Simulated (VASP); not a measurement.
Here is the system:

```xyz
2
Lattice="0.0000 3.2244 3.2244 3.2244 0.0000 3.2244 3.2244 3.2244 0.0000" Properties=species:S:1:pos:R:3 pbc="T T T"
Na     0.0000     0.0000     0.0000
I      3.2244     3.2244     3.2244
```

Calculation: r2SCAN meta-GGA, VASP's PBE PAW potentials (set 64) (plane waves; VASP). Numerical set-up: 520 eV cut-off, 7×7×7 Γ-centred mesh, Gaussian smearing of 0.050 eV, potentials Na_pv I.

Question: Give the energy at these volumes per atom, relative to the lowest: 31.64, 32.65, 33.66, 34.66, 35.67 Å³.

Answer: 6.4, 1.3, 0.0, 1.9, 6.4 meV/atom. A third-order Birch-Murnaghan fit gives B0 = 17.0 GPa and B0′ = 5.4.

The compound is NaI in the rock salt structure. It was relaxed first.
